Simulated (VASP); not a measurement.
```xyz
2
Lattice="0.0000 2.7324 2.7324 2.7324 0.0000 2.7324 2.7324 2.7324 0.0000" Properties=species:S:1:pos:R:3 pbc="T T T"
Mg     2.7324     2.7324     5.4648
Se     2.7324     2.7324     2.7324
```

These are r2SCAN meta-GGA, VASP's PBE PAW potentials (set 64) (plane waves; VASP) values and carry that method's errors. Numerical set-up: 480 eV cut-off, 8×8×8 Γ-centred mesh, Gaussian smearing of 0.050 eV, potentials Mg Se.

Energy and stress use the plane-wave basis of the starting cell.

**Question.** The ions, cell shape and volume at an external pressure of 15.0 GPa are relaxed. Give the cell that the relaxation ends in.

**Answer.** 
```xyz
2
Lattice="0.0000 2.5891 2.5891 2.5891 0.0000 2.5891 2.5891 2.5891 0.0000" Properties=species:S:1:pos:R:3 pbc="T T T"
Mg     2.5891     2.5891     0.0000
Se     2.5891     2.5891     2.5891
```
Space group Fm-3m (225), at a tolerance of 0.03 Å.

**Question.** How do energy and volume change from the first to the last step?

**Answer.** The energy (σ→0) changes by +124.3 meV/atom and the volume by -14.9 %, in 4 ionic steps.

The compound is MgSe in the rock salt structure. This run relaxes it under an external pressure of 15 GPa. Symmetry was kept, so distortions that lower it aren't found.
